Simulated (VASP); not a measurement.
These are PBE GGA, VASP's PBE PAW potentials (set 64) (plane waves; VASP 6.6.1) values and carry that method's errors.

Input for VASP

**POSCAR**
```
InSb
1.0
  0.0000000000   3.2030367075   3.2030367075
  3.2030367075   0.0000000000   3.2030367075
  3.2030367075   3.2030367075   0.0000000000
In Sb
1 1
Cartesian
  0.0000000000   0.0000000000   0.0000000000
  1.6015183537   1.6015183537   1.6015183537
```

**KPOINTS**
```
kpoints
0
Gamma
10 10 10
```

**INCAR**
```
ALGO  =  Normal
EDIFF  =  1E-6
EDIFFG  =  -0.02
ENCUT  =  500
GGA  =  PE
IBRION  =  2
ISIF  =  3
ISMEAR  =  1
LASPH  =  .TRUE.
LCHARG  =  .FALSE.
LMAXMIX  =  4
LREAL  =  .FALSE.
LWAVE  =  .FALSE.
NELM  =  100
NSW  =  40
PREC  =  Accurate
PSTRESS  =  50
SIGMA  =  0.1
SYSTEM  =  InSb
```

POTCAR, in this order: In_d Sb (PBE.64 set). Program: vasp_std.

The run wrote:

OSZICAR:
```
       N       E                     dE             d eps       ncg     rms          rms(c)
DAV:   1     0.110893800151E+03    0.11089E+03   -0.80024E+03  1222   0.136E+03
DAV:   2     0.559281267725E+00   -0.11033E+03   -0.10759E+03  1257   0.307E+02
DAV:   3    -0.677054003382E+01   -0.73298E+01   -0.72928E+01  1642   0.858E+01
DAV:   4    -0.695776920995E+01   -0.18723E+00   -0.18718E+00  1416   0.164E+01
DAV:   5    -0.696669710247E+01   -0.89279E-02   -0.89277E-02  1774   0.299E+00    0.442E+00
DAV:   6    -0.686351435712E+01    0.10318E+00   -0.18077E-01  1643   0.758E+00    0.257E+00
DAV:   7    -0.684755729394E+01    0.15957E-01   -0.84336E-02  1628   0.325E+00    0.663E-01
DAV:   8    -0.684837488708E+01   -0.81759E-03   -0.86200E-03  1570   0.133E+00    0.292E-01
DAV:   9    -0.684898240533E+01   -0.60752E-03   -0.96585E-04  1373   0.322E-01    0.805E-02
DAV:  10    -0.684905035561E+01   -0.67950E-04   -0.59621E-05  1558   0.585E-02    0.365E-02
DAV:  11    -0.684908910004E+01   -0.38744E-04   -0.67075E-05  1272   0.600E-02    0.206E-02
DAV:  12    -0.684909010435E+01   -0.10043E-05   -0.10018E-06  1120   0.793E-03    0.513E-03
DAV:  13    -0.684909043115E+01   -0.32679E-06   -0.18628E-06  1285   0.105E-02
   1 F= -.47980455E+01 E0= -.47980725E+01  d E =-.479805E+01
```

### OUTCAR
```
------------------------ aborting loop because EDIFF is reached ----------------------------------------
  FORCE on cell =-STRESS in cart. coord.  units (eV):
  Direction    XX          YY          ZZ          XY          YZ          ZX
  --------------------------------------------------------------------------------------
  Total        2.0395535      2.0395535      2.0395535      0.0000000      0.0000000     -0.0000000
  in kB       49.7198659     49.7198659     49.7198659      0.0000000      0.0000000     -0.0000000
  external PRESSURE =      -0.2801341 kB  Pullay stress =      50.0000000 kB
  volume of cell :       65.72
      direct lattice vectors                 reciprocal lattice vectors
     0.000000000  3.203036707  3.203036707    -0.156101864  0.156101864  0.156101864
     3.203036707  0.000000000  3.203036707     0.156101864 -0.156101864  0.156101864
     3.203036707  3.203036707  0.000000000     0.156101864  0.156101864 -0.156101864
  FREE ENERGIE OF THE ION-ELECTRON SYSTEM (eV)
  ---------------------------------------------------
  free  energy   TOTEN  =        -6.8490904311 eV

  energy  without entropy=       -6.8491712723  energy(sigma->0) =       -6.84911738
  enthalpy is  TOTEN    =        -4.7980455440 eV   P V=        2.0510448871

 reached required accuracy - stopping structural energy minimisation
```
(Selected blocks of OUTCAR.)

The compound is InSb in the zinc blende structure. It was relaxed first under an external pressure of 5 GPa.
